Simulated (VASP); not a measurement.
# Cs2AgBiBr6: what moves the LDA gap besides the functional, part 2 of 2

Aim: test what besides the functional moves the gap of Cs2AgBiBr6. The starting structure is a cell with measured lattice constants from the literature and the atomic positions of a Crystallography Open Database entry. The atoms were first relaxed with LDA in that cell, in a run that isn't shown, and the relaxed structure is the one below.

VASP 6.6.1.

Results so far: reference 1.065 eV; cell and atoms relaxed by LDA 0.947 eV; no band path 1.065 eV.

## 5. Bands with a cutoff of 500 eV

Level of this step: LDA; plane waves and PAW (Bi_d, Cs_sv, Ag, Br) (VASP).

Against step 2 the input has ENCUT = 500.

File INCAR:

```
SYSTEM = Cs2AgBiBr6
PREC = Accurate
ENCUT = 500
EDIFF = 1E-06
NELM = 100
ISMEAR = 0
SIGMA = 0.03
LREAL = .FALSE.
ALGO = Normal
GGA = CA
NBANDS = 67
LASPH = .TRUE.
LORBIT = 11
LWAVE = .FALSE.
LCHARG = .FALSE.
KPAR = 8
NCORE = 2
```

File POSCAR:

```
Cs2AgBiBr6
1.0
    0.0000000000      5.6333000000      5.6333000000
    5.6333000000      0.0000000000      5.6333000000
    5.6333000000      5.6333000000      0.0000000000
Bi Cs Ag Br
1 2 1 6
Direct
    0.0000000000      0.0000000000      0.0000000000
    0.7500000000      0.7500000000      0.7500000000
    0.2500000000      0.2500000000      0.2500000000
    0.5000000000      0.5000000000      0.5000000000
    0.7461466466      0.7461466466      0.2538533534
    0.2538533534      0.2538533534      0.7461466466
    0.7461466466      0.2538533534      0.2538533534
    0.7461466466      0.2538533534      0.7461466466
    0.2538533534      0.7461466466      0.7461466466
    0.2538533534      0.7461466466      0.2538533534
```

File KPOINTS:

```
Automatic mesh
0
Gamma
4 4 4
0 0 0
```

File KPOINTS_OPT:

```
Line mode
8
Line-mode
Reciprocal
  0.00000000   0.00000000   0.00000000 GAMMA
  0.50000000   0.00000000   0.50000000 X

  0.50000000   0.00000000   0.50000000 X
  0.50000000   0.25000000   0.75000000 W

  0.50000000   0.25000000   0.75000000 W
  0.37500000   0.37500000   0.75000000 K

  0.37500000   0.37500000   0.75000000 K
  0.00000000   0.00000000   0.00000000 GAMMA

  0.00000000   0.00000000   0.00000000 GAMMA
  0.50000000   0.50000000   0.50000000 L

  0.50000000   0.50000000   0.50000000 L
  0.62500000   0.25000000   0.62500000 U

  0.62500000   0.25000000   0.62500000 U
  0.50000000   0.25000000   0.75000000 W

  0.50000000   0.25000000   0.75000000 W
  0.50000000   0.50000000   0.50000000 L

  0.50000000   0.50000000   0.50000000 L
  0.37500000   0.37500000   0.75000000 K

  0.62500000   0.25000000   0.62500000 U
  0.50000000   0.00000000   0.50000000 X
```

Potentials, in the order of the species: Bi_d, Cs_sv, Ag and Br (LDA family, release 64).

Command:

```bash
$ mpirun -np 16 vasp_std
```

What it wrote:

```text
[... set-up lines as in an earlier step ...]
 entering main loop
       N       E                     dE             d eps       ncg     rms          rms(c)
DAV:   1     0.647623247776E+03    0.64762E+03   -0.35222E+04  1088   0.109E+03
DAV:   2     0.370641684685E+02   -0.61056E+03   -0.57605E+03  1260   0.245E+02
DAV:   3    -0.333464339308E+02   -0.70411E+02   -0.69719E+02  1320   0.965E+01
DAV:   4    -0.354788087329E+02   -0.21324E+01   -0.21273E+01  1256   0.200E+01
[...]
DAV:  11    -0.341757998454E+02   -0.34365E-04   -0.17593E-04  1344   0.544E-02    0.136E-02
DAV:  12    -0.341757939698E+02    0.58756E-05   -0.19599E-05  1309   0.238E-02    0.762E-03
DAV:  13    -0.341757942527E+02   -0.28291E-06   -0.47904E-06  1360   0.666E-03
   1 F= -.34175794E+02 E0= -.34175794E+02  d E =-.626339E-14
 Start KPOINTS_OPT (optional k-point list driver)
k-point batch [1-8\80]
       N       E                     dE             ncg
DAV:   1     0.663903985100E+03   -0.59628E+04     1072
DAV:   2    -0.423054854322E+04   -0.48945E+04     1251
DAV:   3    -0.481430248485E+04   -0.58375E+03     1287
DAV:   4    -0.483216675150E+04   -0.17864E+02     1272
DAV:   5    -0.483265385316E+04   -0.48710E+00     1538
DAV:   6    -0.483266411384E+04   -0.10261E-01     1328
DAV:   7    -0.483266470140E+04   -0.58757E-03     1640
DAV:   8    -0.483266470686E+04   -0.54550E-05     1120
DAV:   9    -0.483266470719E+04   -0.33610E-06      912
[...]
k-point batch [73-80\80]
       N       E                     dE             ncg
DAV:   1     0.636998378496E+03   -0.11344E+05     1088
DAV:   2    -0.426270425701E+04   -0.48997E+04     1248
DAV:   3    -0.482981496594E+04   -0.56711E+03     1319
DAV:   4    -0.484684466479E+04   -0.17030E+02     1320
DAV:   5    -0.484732761296E+04   -0.48295E+00     1549
DAV:   6    -0.484733605027E+04   -0.84373E-02     1381
DAV:   7    -0.484733651399E+04   -0.46372E-03     1672
DAV:   8    -0.484733651602E+04   -0.20337E-05     1205
DAV:   9    -0.484733651608E+04   -0.60979E-07     1016
```

It took 80 s on 16 MPI ranks of AMD EPYC 9R45, shared host; peak memory 6.5 GiB.

Parts of OUTCAR (step 5):

```text
  Total       -4.2932728     -4.2932728     -4.2932728      0.0000000     -0.0000000      0.0000000
  in kB      -19.2389087    -19.2389087    -19.2389087      0.0000000     -0.0000000      0.0000000
  external PRESSURE =     -19.2389087 kB  Pullay stress =       0.0000000 kB

 POSITION                                       TOTAL-FORCE (eV/Angst)
 -----------------------------------------------------------------------------------
      0.00000      0.00000      0.00000         0.000000      0.000000      0.000000
      8.44995      8.44995      8.44995         0.000000      0.000000      0.000000
      2.81665      2.81665      2.81665        -0.000000     -0.000000     -0.000000
      5.63330      5.63330      5.63330         0.000000      0.000000     -0.000000
      5.63330      5.63330      8.40654         0.000000      0.000000     -0.006373
      5.63330      5.63330      2.86006         0.000000      0.000000      0.006373
      2.86006      5.63330      5.63330         0.006373      0.000000      0.000000
      5.63330      8.40654      5.63330         0.000000     -0.006373      0.000000
      8.40654      5.63330      5.63330        -0.006373      0.000000      0.000000
      5.63330      2.86006      5.63330         0.000000      0.006373      0.000000
 -----------------------------------------------------------------------------------
    total drift:                                0.000000      0.000000      0.000000

  FREE ENERGIE OF THE ION-ELECTRON SYSTEM (eV)
  ---------------------------------------------------
  free  energy   TOTEN  =       -34.1757942527 eV

  energy  without entropy=      -34.1757942527  energy(sigma->0) =      -34.17579425

[... 1 part as in an earlier step ...]

[... 2 further parts left out ...]
[key lines of the parts left out:]
E-fermi :   1.3327
```

With a cutoff of 500 eV the gap is 1.068 eV, +0.003 eV from the reference.

## 6. Bands with a 6×6×6 mesh

Against step 2 the input has a 6×6×6 mesh (also changed: KPAR and NCORE).

INCAR: that of step 5 with these lines changed.

```diff
@@ -2,3 +2,3 @@
 PREC = Accurate
-ENCUT = 500
+ENCUT = 350
 EDIFF = 1E-06
@@ -15,3 +15,2 @@
 LCHARG = .FALSE.
-KPAR = 8
-NCORE = 2
+KPAR = 16
```

POSCAR is that of step 5.

File KPOINTS:

```
Automatic mesh
0
Gamma
6 6 6
0 0 0
```

KPOINTS_OPT is that of step 5.

Command:

```bash
$ mpirun -np 16 vasp_std
```

What it wrote:

```text
[banner, memory and clock lines left out]
running   16 mpi-ranks, on    1 nodes
[...]
|                                                                             |
|           W    W    AA    RRRRR   N    N  II  N    N   GGGG   !!!           |
|           W    W   A  A   R    R  NN   N  II  NN   N  G    G  !!!           |
|           W    W  A    A  R    R  N N  N  II  N N  N  G       !!!           |
|           W WW W  AAAAAA  RRRRR   N  N N  II  N  N N  G  GGG   !            |
|           WW  WW  A    A  R   R   N   NN  II  N   NN  G    G                |
|           W    W  A    A  R    R  N    N  II  N    N   GGGG   !!!           |
|                                                                             |
|     For optimal performance we recommend to set                             |
|       NCORE = 2 up to number-of-cores-per-socket                            |
|     NCORE specifies how many cores store one orbital (NPAR=cpu/NCORE).      |
|     This setting can greatly improve the performance of VASP for DFT.       |
[...]
1 F= -.34174584E+02 E0= -.34174584E+02  d E =-.573016E-16
 Start KPOINTS_OPT (optional k-point list driver)
k-point batch [1-16\80]
       N       E                     dE             ncg
DAV:   1    -0.287498304226E+03   -0.16649E+05     2248
DAV:   2    -0.876707593814E+04   -0.84796E+04     2596
DAV:   3    -0.965505933557E+04   -0.88798E+03     2608
DAV:   4    -0.967802132175E+04   -0.22962E+02     2613
DAV:   5    -0.967863856054E+04   -0.61724E+00     3088
DAV:   6    -0.967865032957E+04   -0.11769E-01     2720
DAV:   7    -0.967865089739E+04   -0.56781E-03     3248
DAV:   8    -0.967865090183E+04   -0.44460E-05     2304
DAV:   9    -0.967865090204E+04   -0.20241E-06     1760
[...]
k-point batch [65-80\80]
       N       E                     dE             ncg
DAV:   1    -0.311140511520E+03   -0.20003E+05     2216
DAV:   2    -0.877924637066E+04   -0.84681E+04     2585
DAV:   3    -0.966905568067E+04   -0.88981E+03     2666
DAV:   4    -0.969236039916E+04   -0.23305E+02     2600
DAV:   5    -0.969299620837E+04   -0.63581E+00     3072
DAV:   6    -0.969300969158E+04   -0.13483E-01     2672
DAV:   7    -0.969301063911E+04   -0.94753E-03     3352
DAV:   8    -0.969301064422E+04   -0.51121E-05     2256
DAV:   9    -0.969301064448E+04   -0.25675E-06     1936
```

Elapsed: 65 s, on 16 MPI ranks; peak memory 8.7 GiB; 14 min of CPU time.

OUTCAR, selected parts (step 6):

```text
  Total       -4.5705867     -4.5705867     -4.5705867     -0.0000000     -0.0000000      0.0000000
  in kB      -20.4816008    -20.4816008    -20.4816008     -0.0000000     -0.0000000      0.0000000
  external PRESSURE =     -20.4816008 kB  Pullay stress =       0.0000000 kB

 POSITION                                       TOTAL-FORCE (eV/Angst)
 -----------------------------------------------------------------------------------
      0.00000      0.00000      0.00000         0.000000      0.000000     -0.000000
      8.44995      8.44995      8.44995         0.000000      0.000000     -0.000000
      2.81665      2.81665      2.81665         0.000000      0.000000     -0.000000
      5.63330      5.63330      5.63330         0.000000      0.000000     -0.000000
      5.63330      5.63330      8.40654         0.000000      0.000000     -0.009175
      5.63330      5.63330      2.86006         0.000000      0.000000      0.009175
      2.86006      5.63330      5.63330         0.009175      0.000000     -0.000000
      5.63330      8.40654      5.63330         0.000000     -0.009175     -0.000000
      8.40654      5.63330      5.63330        -0.009175      0.000000     -0.000000
      5.63330      2.86006      5.63330         0.000000      0.009175     -0.000000
 -----------------------------------------------------------------------------------
    total drift:                                0.000000      0.000000      0.000000

  FREE ENERGIE OF THE ION-ELECTRON SYSTEM (eV)
  ---------------------------------------------------
  free  energy   TOTEN  =       -34.1745842088 eV

  energy  without entropy=      -34.1745842088  energy(sigma->0) =      -34.17458421

[... 1 part as in an earlier step ...]

[... 2 further parts left out ...]
[key lines of the parts left out:]
E-fermi :   1.3432
```

With a 6×6×6 mesh the gap is 1.067 eV, +0.001 eV from the reference.

## 7. The runs compared

```tsv
run	gap (eV)	change (eV)	core minutes
reference	1.065	-	11.2
cell and atoms relaxed by LDA	0.947	-0.118	10.4
no band path	1.065	0.0	2.03
a cutoff of 500 eV	1.068	0.003	21.3
a 6×6×6 mesh	1.067	0.001	17.3
```

Core minutes are wall time times ranks of the run shown, on a shared host.

## 8. Outcome

```json
{
 "reference gap": "1.065 eV",
 "gap with cell and atoms relaxed by LDA": "0.947 eV",
 "gap with no band path": "1.065 eV",
 "gap with a cutoff of 500 eV": "1.068 eV",
 "gap with a 6×6×6 mesh": "1.067 eV"
}
```

Among the runs that read a gap along the path, the one with cell and atoms relaxed by LDA moves it most, by -0.118 eV. On finer settings it changes by +0.003 eV with a cutoff of 500 eV and +0.001 eV with a 6×6×6 mesh. The functional's own error isn't tested here. Further runs on this material are not shown.

[Lines on the potential files, build, host, timing and source positions are cut from VASP's logs without a mark.]

[Logs are printed without paths, hosts, clocks, repeated set-up lines and the standing remarks that a program may print on its own settings, such as how far it seeks lower states.]

[Hosts, paths, dates, database ids (printed as entryN), source tags and the programs' standing remarks are cut or masked in the printed files.]
